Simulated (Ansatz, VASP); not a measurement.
**GaSb: VASP beside Ansatz**

One calculation is typed for both programs; each brings its own data sets. How far apart do they land? The cell is taken from a series of runs on this material, whose earlier steps may have relaxed, scaled, displaced or heated it; both programs get it as it stands.

Program: Ansatz 0.2.0. Level of theory: plane waves, with VASP 6.6.1 beside it; PBE0 form with 35 % exact exchange with an exact-exchange share of 0.35. Results are calculated unless marked as measured.

**1. Starting point**

It takes space group F-43m (No. 216, cubic). Conventional cell: a = 6.118 Å, b = 6.118 Å, c = 6.118 Å, α = 90.00°, β = 90.00°, γ = 90.00°. Nearest to Ga lie 4 Sb at 2.65 Å. Sb has 4 Ga at 2.65 Å nearest. Farther neighbours are not listed.

Structure file:

```cif
data_structure
_symmetry_space_group_name_H-M 'F-43m'
_symmetry_Int_Tables_number 216
_cell_length_a 6.1180
_cell_length_b 6.1180
_cell_length_c 6.1180
_cell_angle_alpha 90.000
_cell_angle_beta 90.000
_cell_angle_gamma 90.000
_cell_volume 229.00
loop_
_atom_site_label
_atom_site_type_symbol
_atom_site_symmetry_multiplicity
_atom_site_Wyckoff_symbol
_atom_site_fract_x
_atom_site_fract_y
_atom_site_fract_z
_atom_site_occupancy
Ga1 Ga 4 a 0.00000 0.00000 0.00000 1
Sb1 Sb 4 d 0.25000 0.25000 0.75000 1
```

**2. VASP: G0W0 gap, PBE0 form with 35 % exact exchange with an exact-exchange share of 0.35**

Quasiparticle shifts depend on high empty states and on the cores, so they are the hardest test of two PAW sets.

Lines of VASP's logs that name or quote its potential files are left out, and so is its time.

The run reads the wave functions of an earlier VASP run, which isn't shown here.

File INCAR:

```
SYSTEM = GaSb
PREC = Accurate
ENCUT = 430
ISMEAR = 0
SIGMA = 0.01
LREAL = .FALSE.
LHFCALC = .TRUE.
AEXX = 0.35
GGA = PE
LASPH = .TRUE.
NBANDS = 256
PRECFOCK = Fast
ALGO = EVGW0
NELMGW = 1
ENCUTGW = 150
NOMEGA = 64
NBANDSGW = 24
LWAVE = .FALSE.
LCHARG = .FALSE.
```

File POSCAR:

```
GaSb
1.0
    0.0000000000      3.0590000000      3.0590000000
    3.0590000000      0.0000000000      3.0590000000
    3.0590000000      3.0590000000      0.0000000000
Ga Sb
1 1
Direct
    0.0000000000      0.0000000000      0.0000000000
    0.2500000000      0.2500000000      0.2500000000
```

File KPOINTS:

```
Automatic mesh
0
Gamma
6 6 6
0 0 0
```

The projector-augmented-wave data sets are Ga_d_GW and Sb_d_GW (PBE family, release 64).

On the command line:

```console
$ mpirun -np 8 vasp_std
```

Numbers of over 12 decimals in the logs are rounded to 6 here.

The log of the run:

```text
[banner, memory and clock lines left out]
running    8 mpi-ranks, on    1 nodes
 distrk:  each k-point on    8 cores,    1 groups
 distr:  one band on    1 cores,    8 groups

 POSCAR found type information on POSCAR GaSb
 POSCAR found :  2 types and       2 ions
|                                                                             |
|           W    W    AA    RRRRR   N    N  II  N    N   GGGG   !!!           |
|           W    W   A  A   R    R  NN   N  II  NN   N  G    G  !!!           |
|           W    W  A    A  R    R  N N  N  II  N N  N  G       !!!           |
|           W WW W  AAAAAA  RRRRR   N  N N  II  N  N N  G  GGG   !            |
|           WW  WW  A    A  R   R   N   NN  II  N   NN  G    G                |
|           W    W  A    A  R    R  N    N  II  N    N   GGGG   !!!           |
|                                                                             |
|     For optimal performance we recommend to set                             |
|       NCORE = 2 up to number-of-cores-per-socket                            |
|     NCORE specifies how many cores store one orbital (NPAR=cpu/NCORE).      |
|     This setting can greatly improve the performance of VASP for DFT.       |
|     The default, NCORE=1 might be grossly inefficient on modern             |
|     multi-core architectures or massively parallel machines. Do your        |
|     Unfortunately you need to use the default for GW and RPA                |
|     calculations (for HF NCORE is supported but not extensively tested      |
|     yet).                                                                   |
|                                                                             |

|                                                                             |
|           W    W    AA    RRRRR   N    N  II  N    N   GGGG   !!!           |
|           W    W   A  A   R    R  NN   N  II  NN   N  G    G  !!!           |
|           W    W  A    A  R    R  N N  N  II  N N  N  G       !!!           |
|           W WW W  AAAAAA  RRRRR   N  N N  II  N  N N  G  GGG   !            |
|           WW  WW  A    A  R   R   N   NN  II  N   NN  G    G                |
|           W    W  A    A  R    R  N    N  II  N    N   GGGG   !!!           |
|                                                                             |
|     The default for ENCUTGWSOFT is different in this version of VASP.       |
|     please manually set ENCUTGWSOFT =150 in the INCAR file.                 |
|                                                                             |

 LDA part: xc-table for (Slater+PW92), standard interpolation
 found WAVECAR, reading the header
 POSCAR, INCAR and KPOINTS ok, starting setup
 FFT: planning ... GRIDC
 FFT: planning ... GRID_SOFT
 FFT: planning ... GRID
 reading WAVECAR
 the WAVECAR file was read successfully
 initial charge from wavefunction
 available memory per node:     32.46 GB, setting MAXMEM to     33237

 The Fermi energy was updated, please check that it is located mid-gap
 values below the HOMO (VB) or above the LUMO (CB) will cause erroneous energies
 E-fermi :   3.8754

 calculate exact exchange contribution
 the WAVEDER file was read successfully
energies w=
    0.000    0.000    0.819    0.000    1.635    0.000    2.448    0.000
    3.256    0.000    4.058    0.000    4.852    0.000    5.637    0.000
    6.412    0.000    7.177    0.000    7.932    0.000    8.677    0.000
    9.411    0.000   10.136    0.000   10.852    0.000   11.560    0.000
   12.260    0.000   12.953    0.000   13.641    0.000   14.325    0.000
   15.005    0.000   15.684    0.000   16.362    0.000   17.042    0.000
   17.724    0.000   18.411    0.000   19.104    0.000   19.804    0.000
   20.515    0.000   21.238    0.000   21.975    0.000   22.729    0.000
   23.502    0.000   24.298    0.000   25.120    0.000   25.972    0.000
   26.857    0.000   27.780    0.000   28.747    0.000   29.763    0.000
   30.836    0.000   31.972    0.000   33.182    0.000   34.476    0.000
   35.867    0.000   37.369    0.000   39.000    0.000   40.782    0.000
   42.740    0.000   44.908    0.000   47.323    0.000   50.037    0.000
   53.112    0.000   56.631    0.000   60.702    0.000   65.468    0.000
   71.127    0.000   77.960    0.000   86.371    0.000   96.975    0.000
  110.750    0.000  129.344    0.000  155.787    0.000  196.301    0.000
 responsefunction array rank=     264
 LDA part: xc-table for (Slater+PW92), standard interpolation

 min. memory requirement per mpi rank    495.7 MB, per node   3965.6 MB

 allocating   8 responsefunctions rank=   264
 shmem allocating  64 responsefunctions rank=   264
 response function shared by NCSHMEM nodes    1
 Doing            8  frequencies on each core in blocks of           64
NQ=   1    0.0000    0.0000    0.0000,
|.........|.........|.........|.........|.........|.........|.........|.........
 performed       1660000 updates of chi_q(r,r)
 total number of BLAS operations        890.96 Gflops
NQ=   2    0.1667    0.0000    0.0000,
|.........|.........|.........|.........|.........|.........|.........|.........
 performed       4155000 updates of chi_q(r,r)
 total number of BLAS operations       2021.94 Gflops
NQ=   3    0.3333    0.0000    0.0000,
|.........|.........|.........|.........|.........|.........|.........|.........
 performed       6650000 updates of chi_q(r,r)
 total number of BLAS operations       3096.61 Gflops
NQ=   4    0.5000    0.0000    0.0000,
|.........|.........|.........|.........|.........|.........|.........|.........
 performed       8850000 updates of chi_q(r,r)
 total number of BLAS operations       4127.76 Gflops
NQ=   5    0.1667    0.1667    0.0000,
|.........|.........|.........|.........|.........|.........|.........|.........
 performed      11345000 updates of chi_q(r,r)
 total number of BLAS operations       5297.07 Gflops
NQ=   6    0.3333    0.1667    0.0000,
|.........|.........|.........|.........|.........|.........|.........|.........
 performed      14897000 updates of chi_q(r,r)
 total number of BLAS operations       6893.43 Gflops
NQ=   7    0.5000    0.1667    0.0000,
|.........|.........|.........|.........|.........|.........|.........|.........
 performed      18449000 updates of chi_q(r,r)
 total number of BLAS operations       8544.13 Gflops
NQ=   8   -0.3333    0.1667    0.0000,
|.........|.........|.........|.........|.........|.........|.........|.........
 performed      22001000 updates of chi_q(r,r)
 total number of BLAS operations      10236.18 Gflops
NQ=   9   -0.1667    0.1667    0.0000,
|.........|.........|.........|.........|.........|.........|.........|.........
 performed      25160000 updates of chi_q(r,r)
 total number of BLAS operations      11643.89 Gflops
NQ=  10    0.3333    0.3333    0.0000,
|.........|.........|.........|.........|.........|.........|.........|.........
 performed      27655000 updates of chi_q(r,r)
 total number of BLAS operations      12774.87 Gflops
NQ=  11    0.5000    0.3333    0.0000,
|.........|.........|.........|.........|.........|.........|.........|.........
 performed      31207000 updates of chi_q(r,r)
 total number of BLAS operations      14344.40 Gflops
NQ=  12   -0.3333    0.3333    0.0000,
|.........|.........|.........|.........|.........|.........|.........|.........
 performed      34366000 updates of chi_q(r,r)
 total number of BLAS operations      15752.11 Gflops
NQ=  13    0.5000    0.5000    0.0000,
|.........|.........|.........|.........|.........|.........|.........|.........
 performed      36394000 updates of chi_q(r,r)
 total number of BLAS operations      16610.72 Gflops
NQ=  14    0.5000    0.3333    0.1667,
|.........|.........|.........|.........|.........|.........|.........|.........
 performed      40315000 updates of chi_q(r,r)
 total number of BLAS operations      18372.73 Gflops
NQ=  15   -0.3333    0.3333    0.1667,
|.........|.........|.........|.........|.........|.........|.........|.........
 performed      44039000 updates of chi_q(r,r)
 total number of BLAS operations      20060.54 Gflops
NQ=  16   -0.3333    0.5000    0.1667,
|.........|.........|.........|.........|.........|.........|.........|.........
 performed      47210000 updates of chi_q(r,r)
 total number of BLAS operations      21497.78 Gflops
 resolving degeneracies of screened two electron integrals

 calculate QP shifts <psi_nk| G(iteration)W_0 |psi_nk>: iteration 1
 entering main loop
```

OUTCAR, selected parts (step 2):

```text
ion  position               nearest neighbor table
   1  0.000  0.000  0.000-   2 2.65   2 2.65   2 2.65   2 2.65
   2  0.250  0.250  0.250-   1 2.65   1 2.65   1 2.65   1 2.65

  LATTYP: Found a face centered cubic cell.
 ALAT       =     6.1180000000

 Subroutine GETGRP returns: Found 24 space group operations
 (whereof 24 operations were pure point group operations)

The static configuration has the point symmetry T_d .

 Found     16 irreducible k-points:

   k-points           NKPTS =     16   k-points in BZ     NKDIM =    216   number of bands    NBANDS=    256

   dimension x,y,z NGX =    30 NGY =   30 NGZ =   30
   dimension x,y,z NGXF=    60 NGYF=   60 NGZF=   60

   ENCUT  =  430.0 eV  31.60 Ry    5.62 a.u.   7.31  7.31  7.31*2*pi/ulx,y,z

   NELECT =      28.0000    total number of electrons

  energy-cutoff  :      430.00
  volume of cell :       57.25
      direct lattice vectors                 reciprocal lattice vectors
     0.000000000  3.059000000  3.059000000    -0.163452109  0.163452109  0.163452109
     3.059000000  0.000000000  3.059000000     0.163452109 -0.163452109  0.163452109
     3.059000000  3.059000000  0.000000000     0.163452109  0.163452109 -0.163452109

 k-points in reciprocal lattice and weights: Automatic mesh
   0.00000000  0.00000000  0.00000000       0.005
   0.16666667  0.00000000  0.00000000       0.037
   0.33333333  0.00000000  0.00000000       0.037
   0.50000000  0.00000000  0.00000000       0.019
   0.16666667  0.16666667  0.00000000       0.028
   0.33333333  0.16666667  0.00000000       0.111
   0.50000000  0.16666667  0.00000000       0.111
  -0.33333333  0.16666667  0.00000000       0.111
  -0.16666667  0.16666667  0.00000000       0.056
[...]
-0.33333333  0.33333333  0.16666667       0.111
  -0.33333333  0.50000000  0.16666667       0.056

 E-fermi :   3.8754

 QP shifts <psi_nk| G(iteration)W_0 |psi_nk>: iteration 1
 for sc-GW calculations column KS-energies equals QP-energies in previous step
 and V_xc(KS)=  KS-energies - (<T + V_ion + V_H > + <T+V_H+V_ion>^1  + <V_x>^1)
 k-point   1 :       0.0000    0.0000    0.0000
  band No.  KS-energies  QP-energies   sigma(KS)   V_xc(KS)     V^pw_x(r,r')   Z            occupation Imag(sigma)
    ...
     11     -10.3518      -9.3173     -12.1935     -13.6618     -17.2162       0.7046       2.0000       0.7354
     12       2.8578       3.0211     -12.3136     -12.5148     -12.8459       0.8120       2.0000       0.0475
     13       2.8578       3.0211     -12.3136     -12.5148     -12.8459       0.8120       2.0000       0.0475
     14       2.8578       3.0211     -12.3136     -12.5148     -12.8459       0.8120       2.0000       0.0475
     15       4.8930       4.5307     -11.3878     -10.9418      -7.6927       0.8123       0.0000      -0.0855
     16       7.4955       6.9630      -9.5043      -8.8392      -5.6940       0.8007       0.0000      -0.1106
     17       7.4955       6.9630      -9.5043      -8.8392      -5.6940       0.8007       0.0000      -0.1106
     18       7.4955       6.9630      -9.5043      -8.8392      -5.6940       0.8007       0.0000      -0.1106
    ...

 k-point   2 :       0.1667    0.0000    0.0000
  band No.  KS-energies  QP-energies   sigma(KS)   V_xc(KS)     V^pw_x(r,r')   Z            occupation Imag(sigma)
    ...
     11     -10.0272      -9.0022     -12.2559     -13.6933     -17.1702       0.7131       2.0000       0.7184
     12      -0.0021       0.3154     -11.9622     -12.3633     -13.0784       0.7914       2.0000       0.0840
     13       2.4176       2.5948     -12.1098     -12.3289     -12.7310       0.8090       2.0000       0.0509
     14       2.4176       2.5948     -12.1098     -12.3289     -12.7310       0.8090       2.0000       0.0509
     15       5.7259       5.2976     -10.4251      -9.8954      -6.7941       0.8085       0.0000      -0.0919
     16       8.0985       7.5389      -9.6485      -8.9461      -5.6906       0.7966       0.0000      -0.1200
     17       8.0985       7.5389      -9.6485      -8.9461      -5.6906       0.7966       0.0000      -0.1200
     18       8.8004       8.2030      -9.9947      -9.2437      -5.8285       0.7955       0.0000      -0.1331
    ...

 k-point   3 :       0.3333    0.0000    0.0000
  band No.  KS-energies  QP-energies   sigma(KS)   V_xc(KS)     V^pw_x(r,r')   Z            occupation Imag(sigma)
    ...
     11      -9.1538      -8.1704     -12.4797     -13.8349     -17.0938       0.7256       2.0000       0.6591
     12      -3.0126      -2.4700     -11.6135     -12.3275     -13.9729       0.7599       2.0000       0.1991
     13       1.7863       1.9911     -11.9533     -12.2078     -12.7668       0.8046       2.0000       0.0582
     14       1.7863       1.9911     -11.9533     -12.2078     -12.7668       0.8046       2.0000       0.0582
     15       5.2424       4.8116     -10.0180      -9.4874      -6.5052       0.8118       0.0000      -0.0890
     16       8.5797       7.9917      -9.3325      -8.5924      -5.2671       0.7946       0.0000      -0.1282
     17       8.5797       7.9917      -9.3325      -8.5924      -5.2671       0.7946       0.0000      -0.1282
     18      11.4942      10.6775      -8.3510      -7.3067      -3.5449       0.7821       0.0000      -0.2155
    ...

 k-point   4 :       0.5000    0.0000    0.0000
  band No.  KS-energies  QP-energies   sigma(KS)   V_xc(KS)     V^pw_x(r,r')   Z            occupation Imag(sigma)
    ...
     11      -8.4559      -7.5153     -12.7948     -14.0786     -17.1521       0.7326       2.0000       0.5977
     12      -4.4469      -3.7869     -11.2417     -12.1244     -14.1988       0.7478       2.0000       0.2990
     13       1.5400       1.7556     -11.9170     -12.1857     -12.8122       0.8023       2.0000       0.0614
     14       1.5400       1.7556     -11.9170     -12.1857     -12.8122       0.8023       2.0000       0.0614
     15       5.0278       4.6012      -9.9973      -9.4724      -6.5325       0.8126       0.0000      -0.0875
     16       8.5352       7.9460      -9.0942      -8.3546      -5.0648       0.7967       0.0000      -0.1264
     17       8.5352       7.9460      -9.0942      -8.3546      -5.0648       0.7967       0.0000      -0.1264
     18      11.3199      10.4749      -6.8314      -5.7609      -2.1867       0.7893       0.0000      -0.1955
    ...

[... 4 further parts left out ...]
```

(Part 1 of 2 ends here.)

[Lines on the potential files, build, host, timing and source positions are cut from VASP's logs without a mark.]

[Logs are printed without paths, hosts, clocks, repeated set-up lines and the standing remarks that a program may print on its own settings, such as how far it seeks lower states.]

[Hosts, paths, dates, database ids (printed as entryN), source tags and the programs' standing remarks are cut or masked in the printed files.]
